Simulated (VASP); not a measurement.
A convergence study with VASP on Tb (hcp): one setting is varied, all else stays as given below, so the limit is that of these other settings.

```
Tb
1.0
    1.80000    -3.11769     0.00000
    1.80000     3.11769     0.00000
    0.00000     0.00000     5.69000
Tb
2
Cartesian
  1.80000   1.03923   1.42250
  1.80000  -1.03923   4.26750
```

Computed with PBE GGA, VASP's PBE PAW potentials (set 64) (plane waves; VASP). The tightest run used: 550 eV cut-off, 17×17×9 Monkhorst-Pack mesh, first-order Methfessel-Paxton smearing of 0.10 eV, potentials Tb_3.

The 4f electrons are frozen in the core of the lanthanide potential, so 4f levels, which can set the real gap, and their magnetism are missing.

The reference is 17×17×9 mesh, which took about 90 core-seconds. Times come from single runs on busy shared machines, so they are rough: good to a factor of about 2.

Q: Of the settings 1×1×1 mesh; 2×2×1 mesh; 3×3×2 mesh; 4×4×2 mesh; 5×5×3 mesh; 6×6×3 mesh; 7×7×4 mesh; 8×8×4 mesh; 9×9×5 mesh; 10×10×5 mesh; 11×11×6 mesh; 12×12×6 mesh; 13×13×7 mesh; 14×14×8 mesh; 15×15×8 mesh; 16×16×9 mesh; 17×17×9 mesh, which is the lowest that keeps the difference from the reference in the stress, largest component (GPa) within 0.1 from there on, and what does it cost?

A: 14×14×8 mesh; its cost over the reference is within a factor of 2.
| setting | difference in the stress, largest component (GPa) | cost over the reference |
|---|---|---|
| 1×1×1 mesh | 58.99 | about 1/30 |
| 2×2×1 mesh | 16.87 | about 1/20 |
| 3×3×2 mesh | 1.56 | about 1/20 |
| 4×4×2 mesh | 0.58 | about 1/10 |
| 5×5×3 mesh | 1.02 | about 1/10 |
| 6×6×3 mesh | 0.83 | about 1/6 |
| 7×7×4 mesh | 0.53 | about 1/8 |
| 8×8×4 mesh | 0.46 | about 1/4 |
| 9×9×5 mesh | 0.21 | about 1/4 |
| 10×10×5 mesh | 0.17 | within a factor of 2 |
| 11×11×6 mesh | 0.20 | about 1/4 |
| 12×12×6 mesh | 0.22 | within a factor of 2 |
| 13×13×7 mesh | 0.13 | about 1/2 |
| 14×14×8 mesh | 0.07 | within a factor of 2 |
| 15×15×8 mesh | 0.00 | within a factor of 2 |
| 16×16×9 mesh | 0.02 | within a factor of 2 |
| 17×17×9 mesh | 0.00 | reference |

Left out are rungs that failed or repeat a setting and relaxations that didn't move; long series are thinned to 24 rows.

The compound is Tb in the hcp structure. The cell was not relaxed at this level.
